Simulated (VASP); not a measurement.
Input for VASP

File POSCAR:
```
GaN
10.291460
  0.1534674842  -0.2658134764   0.0000000000
  0.1534674842   0.2658134764   0.0000000000
  0.0000000000   0.0000000000   0.5000000084
Ga N
2 2
Cart
  0.1534674842  -0.0886046693   0.2500976305
  0.1534674842   0.0886046693   0.0000976263
  0.1534674842  -0.0886046693   0.4384023811
  0.1534674842   0.0886046693   0.1884023769
```

File KPOINTS:
```
Automatic mesh
0
Gamma
11 11 6
0 0 0
```

**INCAR**
```
! general
SYSTEM  = GaN
PREC    = Accurate
ENCUT   = 520   ! plane-wave cut-off (eV)
LREAL   = .FALSE.
LASPH   = .TRUE.   ! aspherical one-centre terms

! electronic loop
EDIFF   = 1E-7
NELM    = 100   ! most electronic steps
ALGO    = Normal   ! blocked Davidson
LMAXMIX = 4   ! l cut-off of mixed one-centre charges

! smearing
ISMEAR  = -5

! ions
ISIF    = 2   ! forces and stress, cell fixed

! output
LWAVE   = .FALSE.
LCHARG  = .TRUE.
LORBIT  = 11   ! lm-projected
NEDOS   = 601
```

POTCAR, in this order: Ga_d N (LDA.64 set). Program: vasp_std.

**Question.** Write an equivalent input for Ansatz.

**Answer.** One equivalent input (not run):
Ansatz 0.2 input:
```yaml
crystal:
  lattice:
    - [1.5794045, -2.7356088, 0.0000000]
    - [1.5794045, 2.7356088, 0.0000000]
    - [0.0000000, 0.0000000, 5.1457301]
  atoms:
    - { symbol: Ga, position: [0.6666670, 0.3333330, 0.5001953] }
    - { symbol: Ga, position: [0.3333330, 0.6666670, 0.0001953] }
    - { symbol: N, position: [0.6666670, 0.3333330, 0.8768047] }
    - { symbol: N, position: [0.3333330, 0.6666670, 0.3768047] }
kpoints:
  mp_grid: { grid: [11, 11, 6] }
hamiltonian:
  xc: lda
  pseudopotentials: { kind: paw }
scf:
  occupations: { method: tetrahedron }
  max_iter: 100
output: { forces: true, stress: true, eigenvalues: true }
```
The two are equivalent in intent, not identical: each code has its own PAW files, so the cut-off isn't converted (ENCUT is set for VASP's; basis.ecutwfc is left out, and Ansatz then takes the one that its files recommend); Ansatz stops its SCF on the density residual and VASP on the energy change (EDIFF); Ansatz's lda is the Perdew-Wang form, while the LDA potentials of VASP carry Perdew-Zunger's.

The compound is GaN in the wurtzite structure. It was relaxed first.
